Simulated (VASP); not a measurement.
## Lattice vibrations of Tc

Wanted: whether Tc is dynamically stable, and its vibrational spectrum. The start is a computed cell from the Materials Project.

Main program and level: VASP 6.6.1; PBE; plane waves and PAW (Tc).

This is a report of a sequence of runs, with most program output left out.

## 1. The structure

Symmetry: P6_3/mmc, No. 194, hexagonal system. Conventional cell: a = 2.739 Å, b = 2.739 Å, c = 8.770 Å, α = 90.00°, β = 90.00°, γ = 120.00°. Tc has 12 Tc at 2.70 to 2.74 Å nearest. Nearest to Tc lie 12 Tc at 2.70 to 2.74 Å.

As a file:

```xyz
4
Lattice="2.7394 0.0000 0.0000 -1.3697 2.3724 0.0000 0.0000 0.0000 8.7697" Properties=species:S:1:pos:R:3 pbc="T T T"
Tc    1.3697    0.7908    6.5773
Tc    0.0000    0.0000    4.3848
Tc    0.0000    1.5816    2.1924
Tc    0.0000    0.0000    0.0000
```

## 2. Relax the host

Cell and atoms are relaxed first, so that later runs start from this functional's own cell.

INCAR

```
SYSTEM = Tc
PREC = Accurate
ENCUT = 350
EDIFF = 1E-06
NELM = 120
ISMEAR = 1
SIGMA = 0.15
LREAL = .FALSE.
ALGO = Normal
GGA = PE
NBANDS = 20
LASPH = .TRUE.
LORBIT = 11
LWAVE = .FALSE.
LCHARG = .FALSE.
KPAR = 4
IBRION = 2
NSW = 40
ISIF = 3
EDIFFG = -0.02
POTIM = 0.4
```

POSCAR

```
Tc
1.0
    2.7393552909      0.0000000000      0.0000000000
   -1.3696776454      2.3723512719      0.0000000000
    0.0000000000      0.0000000000      8.7696844400
Tc
4
Direct
    0.6666666667      0.3333333333      0.7500000000
    0.0000000000      0.0000000000      0.5000000000
    0.3333333333      0.6666666667      0.2500000000
    0.0000000000      0.0000000000      0.0000000000
```

KPOINTS

```
Automatic mesh
0
Gamma
10 10 3
0 0 0
```

Potentials, in the order of the species: Tc (PBE family, release 64).

Run with:

```console
mpirun -np 4 vasp_std
```

The job ended after 22 s (4 MPI ranks of Intel Xeon Platinum 8259CL at 2.50GHz (Skylake/Cascade Lake), shared host; peak memory 0.58 GiB).

The k-mesh is coarse for a metal. The data set Tc keeps the semicore shell frozen, which is cheaper and a little less accurate. The run keeps the 24 symmetry operations of its start, so it cannot find a distortion of lower symmetry.

Step by step:

```
step  energy less that of the first step (eV)  largest force (eV/Å)  pressure (GPa)  volume (Å³)
   1                                   0.0000                0.0000            0.99        56.99
   2                                   0.0013                0.0000           -2.14        57.57
   3                                  -0.0011                0.0000           -0.28        57.22
   4                                  -0.0014                0.0000            0.09        57.15
```

```
conventional cell, symmetrised  before  after  change
                         a (Å)   2.739  2.737  -0.1 %
                         b (Å)   2.739  2.737  -0.1 %
                         c (Å)   8.770  8.810  +0.5 %
              volume (Å³/atom)   14.25  14.29  +0.3 %
```

The relaxed structure:

```
Tc
1.0
     2.73696    0.00000    0.00000
    -1.36848    2.37028    0.00000
     0.00000    0.00000    8.80987
Tc
4
Direct
  0.66667 0.33333 0.75000
  0.00000 0.00000 0.50000
  0.33333 0.66667 0.25000
  0.00000 0.00000 0.00000
```

This step gave:

| Property | Result |
| --- | --- |
| electronic cycles | 34 |
| electrons | 28 |
| free energy (TOTEN) | -41.47 eV |
| energy at zero smearing | -41.47 eV |
| Fermi energy | 13.21 eV |
| pressure | 0.08831 GPa |
| labelled metallic, from the levels on this mesh | yes |

The run ended after 4 ionic steps, 0.001 eV below its first step, once forces and stress met EDIFFG = -0.02.

## 3. Tight relaxation

Force constants are second derivatives, so residual forces and stress must first be far smaller than in an ordinary relaxation. Smearing and mesh differ from the relaxation before, which can move the cell too.

INCAR

```
SYSTEM = Tc
PREC = Accurate
ENCUT = 350
EDIFF = 1E-08
NELM = 120
ISMEAR = 1
SIGMA = 0.2
LREAL = .FALSE.
ALGO = Fast
GGA = PE
NBANDS = 20
LASPH = .TRUE.
LORBIT = 11
LWAVE = .FALSE.
LCHARG = .FALSE.
KPAR = 4
IBRION = 1
NSW = 30
ISIF = 3
EDIFFG = -0.002
POTIM = 0.4
```

POSCAR

```
Tc
1.0
    2.7369622220      0.0000000000      0.0000000000
   -1.3684811109      2.3702788134      0.0000000000
    0.0000000000      0.0000000000      8.8098679739
Tc
4
Direct
    0.6666666667      0.3333333333      0.7500000000
    0.0000000000      0.0000000000      0.5000000000
    0.3333333333      0.6666666667      0.2500000000
    0.0000000000      0.0000000000      0.0000000000
```

KPOINTS

```
Automatic mesh
0
Gamma
14 14 4
0 0 0
```

Run with:

```console
mpirun -np 4 vasp_std
```

The job ended after 56 s (4 MPI ranks; peak memory 0.65 GiB).

Relaxation path:

```
step  energy less that of the first step (eV)  largest force (eV/Å)  pressure (GPa)  volume (Å³)
   1                                   0.0000                0.0000            0.04        57.15
   2                                  -0.0024                0.0000           -0.10        57.18
   3                                  -0.0025                0.0000            0.17        57.13
   4                                  -0.0025                0.0000            0.00        57.16
```

```csv
"conventional cell, symmetrised",before,after,change
a (Å),2.737,2.744,+0.3 %
b (Å),2.737,2.744,+0.3 %
c (Å),8.810,8.765,-0.5 %
volume (Å³/atom),14.29,14.29,+0.0 %
```

Final coordinates:

```xyz
4
Lattice="2.7442 0.0000 0.0000 -1.3721 2.3766 0.0000 0.0000 0.0000 8.7645" Properties=species:S:1:pos:R:3 pbc="T T T"
Tc    1.3721    0.7922    6.5734
Tc    0.0000    0.0000    4.3823
Tc    0.0000    1.5844    2.1911
Tc    0.0000    0.0000    0.0000
```

Numbers from this step:

| Property | Result |
| --- | --- |
| electronic cycles | 48 |
| free energy (TOTEN) | -41.46 eV |
| energy at zero smearing | -41.46 eV |
| Fermi energy | 13.25 eV |
| pressure | -0.002128 GPa |

The run ended after 4 ionic steps, 0.003 eV below its first step, once forces and stress met EDIFFG = -0.002.

## 4. Force constants in the supercell

System of this step: Tc. The cell holds 48 atoms: 48 Tc. Cell: a = 9.970 Å, b = 9.970 Å, c = 27.552 Å, α = 147.0°, β = 147.0°, γ = 56.9°. It derives from Tc.

Each independent atom is moved by 0.015 Å both ways; the forces give the force constants out to half the supercell.

INCAR

```
SYSTEM = Tc
PREC = Accurate
ENCUT = 350
EDIFF = 1E-07
NELM = 120
ISMEAR = 1
SIGMA = 0.2
LREAL = Auto
ALGO = Fast
GGA = PE
NBANDS = 204
LASPH = .TRUE.
LWAVE = .FALSE.
LCHARG = .FALSE.
KPAR = 4
IBRION = 6
NSW = 1
NFREE = 2
POTIM = 0.015
ISIF = 0
ADDGRID = .TRUE.
```

POSCAR

```
Tc
1.0
   -4.1163161561      2.3765562408      8.7645000199
    4.1163161561     -2.3765562408      8.7645000199
    4.1163161565      7.1296687224    -26.2935000597
Tc
48
Direct
    0.5416666667      0.7083333333      0.1666666667
    0.0416666667      0.2083333333      0.1666666667
    0.0416666667      0.7083333334      0.3333333333
    0.5416666666      0.2083333334      0.3333333333
    0.5416666667      0.7083333333      0.5000000000
    0.0416666667      0.2083333333      0.5000000000
    0.0416666666      0.7083333333      0.6666666667
    0.5416666666      0.2083333333      0.6666666667
    0.5416666666      0.7083333334      0.8333333333
    0.0416666667      0.2083333333      0.8333333333
    0.0416666666      0.7083333333      0.0000000000
    0.5416666666      0.2083333333      0.0000000000
    0.2500000000      0.2500000000      0.0000000000
    0.7500000000      0.7500000000      0.0000000000
    0.7500000000      0.2500000000      0.1666666667
    0.2500000000      0.7500000000      0.1666666667
    0.2500000000      0.2500000000      0.3333333333
    0.7500000000      0.7500000000      0.3333333333
    0.7500000000      0.2500000000      0.5000000000
    0.2500000000      0.7500000000      0.5000000000
    0.2500000000      0.2500000000      0.6666666667
    0.7500000000      0.7500000000      0.6666666667
    0.7500000000      0.2500000000      0.8333333333
    0.2500000000      0.7500000000      0.8333333333
    0.4583333333      0.2916666666      0.1666666667
    0.9583333334      0.7916666667      0.1666666667
    0.9583333333      0.2916666666      0.3333333333
    0.4583333333      0.7916666667      0.3333333333
    0.4583333333      0.2916666666      0.5000000000
    0.9583333333      0.7916666666      0.5000000000
    0.9583333333      0.2916666666      0.6666666667
    0.4583333333      0.7916666666      0.6666666667
    0.4583333333      0.2916666666      0.8333333333
    0.9583333334      0.7916666666      0.8333333333
    0.9583333334      0.2916666666      0.0000000000
    0.4583333334      0.7916666667      0.0000000000
    0.0000000000      0.0000000000      0.0000000000
    0.5000000000      0.5000000000      0.0000000000
    0.5000000000      0.0000000000      0.1666666667
    0.0000000000      0.5000000000      0.1666666667
    0.0000000000      0.0000000000      0.3333333333
    0.5000000000      0.5000000000      0.3333333333
    0.5000000000      0.0000000000      0.5000000000
    0.0000000000      0.5000000000      0.5000000000
    0.0000000000      0.0000000000      0.6666666667
    0.5000000000      0.5000000000      0.6666666667
    0.5000000000      0.0000000000      0.8333333333
    0.0000000000      0.5000000000      0.8333333333
```

KPOINTS

```
Automatic mesh
0
Gamma
7 7 7
0 0 0
```

Run with:

```console
mpirun -np 4 vasp_std
```

Run time: 3.4 h. Hardware: 4 MPI ranks.

The run was stopped at its time limit, so it gives no result of its own.

## 5. Summary of results

- result: none

**Reading.** The session ends without its result: «force constants in the supercell» met its time limit.

[Lines on the potential files, build, host, timing and source positions are cut from VASP's logs without a mark.]

[Logs are printed without paths, hosts, clocks, repeated set-up lines and the standing remarks that a program may print on its own settings, such as how far it seeks lower states.]

[Hosts, paths, dates, database ids (printed as entryN), source tags and the programs' standing remarks are cut or masked in the printed files.]

[Runs that stopped without an error message from VASP are left out.]
